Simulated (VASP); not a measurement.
These are PBEsol GGA, VASP's PBE PAW potentials (set 64) (plane waves; VASP) values and carry that method's errors.

The input files of a VASP run:

INCAR:
```
! general
SYSTEM = NaCl
PREC   = Accurate
ENCUT  = 400
LREAL  = .False.
LASPH  = .True.
ICHARG = 11

! electronic loop
EDIFF  = 1E-7
NELM   = 100
ALGO   = Normal

! smearing
ISMEAR = 0
SIGMA  = 0.05

! functional
GGA    = PS

! output
LWAVE  = .False.
LCHARG = .False.
LORBIT = 11
```

### KPOINTS
```
k-points along high-symmetry lines
15
Line-mode
Reciprocal
  0.000000   0.000000   0.000000 ! GAMMA
  0.500000   0.000000   0.500000 ! X

  0.500000   0.000000   0.500000 ! X
  0.625000   0.250000   0.625000 ! U

  0.375000   0.375000   0.750000 ! K
  0.000000   0.000000   0.000000 ! GAMMA

  0.000000   0.000000   0.000000 ! GAMMA
  0.500000   0.500000   0.500000 ! L

  0.500000   0.500000   0.500000 ! L
  0.500000   0.250000   0.750000 ! W

  0.500000   0.250000   0.750000 ! W
  0.500000   0.000000   0.500000 ! X
```

File POSCAR:
```
NaCl
1
    0.0000000000     2.7959927619     2.7959927619
    2.7959927619     0.0000000000     2.7959927619
    2.7959927619     2.7959927619     0.0000000000
Na Cl
1 1
Direct
  0.0000000000   0.0000000000   0.0000000000
  0.5000000000   0.5000000000   0.5000000000
```

POTCAR, in this order: Na_pv Cl (PBE.64 set). Program: vasp_std. Read from the step before: CHGCAR.

Output of the run:

OSZICAR:
```
       N       E                     dE             d eps       ncg     rms          rms(c)
DAV:   1     0.828323615734E+02    0.82832E+02   -0.65587E+03  2007   0.107E+03
DAV:   2     0.496861740550E+00   -0.82335E+02   -0.75987E+02  2240   0.251E+02
DAV:   3    -0.644738741278E+01   -0.69442E+01   -0.69086E+01  2381   0.745E+01
DAV:   4    -0.658371055912E+01   -0.13632E+00   -0.13618E+00  2293   0.115E+01
DAV:   5    -0.658692720326E+01   -0.32166E-02   -0.32162E-02  2433   0.173E+00
DAV:   6    -0.658703545239E+01   -0.10825E-03   -0.10825E-03  2389   0.316E-01
DAV:   7    -0.658704004388E+01   -0.45915E-05   -0.45915E-05  2644   0.579E-02
DAV:   8    -0.658704020559E+01   -0.16171E-06   -0.16169E-06  2270   0.947E-03
DAV:   9    -0.658704021256E+01   -0.69676E-08   -0.69657E-08  1685   0.166E-03
   1 F= -.65870402E+01 E0= -.65870402E+01  d E =-.243233E-12
```

### OUTCAR
```
 val. band max:       -0.6338748462   @ k =   0.0000   0.0000   0.0000

 cond. band min:       4.3915619069   @ k =   0.0000   0.0000   0.0000



 k-point     1 :       0.0000    0.0000    0.0000
  band No.  band energies     occupation
      1     -21.2368      2.00000
      2     -21.2368      2.00000
      3     -21.2368      2.00000
      4     -13.3395      2.00000
      5      -0.6339      2.00000
      6      -0.6339      2.00000
      7      -0.6339      2.00000
      8       4.3916      0.00000
      9      10.3869      0.00000
     10      10.3869      0.00000
     11      10.3869      0.00000

 k-point     2 :       0.0357    0.0000    0.0357
  band No.  band energies     occupation
      1     -21.2370      2.00000
      2     -21.2367      2.00000
      3     -21.2367      2.00000
      4     -13.3336      2.00000
      5      -0.6745      2.00000
      6      -0.6430      2.00000
      7      -0.6430      2.00000
      8       4.4543      0.00000
      9      10.2901      0.00000
     10      10.4191      0.00000
     11      10.4191      0.00000

 k-point     3 :       0.0714    0.0000    0.0714
  band No.  band energies     occupation
      1     -21.2384      2.00000
      2     -21.2370      2.00000
      3     -21.2370      2.00000
      4     -13.3163      2.00000
      5      -0.7888      2.00000
      6      -0.6697      2.00000
      7      -0.6697      2.00000
      8       4.6343      0.00000
      9      10.0373      0.00000
     10      10.5146      0.00000
     11      10.5146      0.00000

 k-point     4 :       0.1071    0.0000    0.1071
  band No.  band energies     occupation
      1     -21.2402      2.00000
      2     -21.2376      2.00000
      3     -21.2376      2.00000
      4     -13.2888      2.00000
      5      -0.9578      2.00000
      6      -0.7121      2.00000
      7      -0.7121      2.00000
      8       4.9107      0.00000
      9       9.6998      0.00000
     10      10.6706      0.00000
...
```

The density is held fixed in this step, so its total energy and stress have no physical meaning.

The compound is NaCl in the rock salt structure. It was relaxed first.
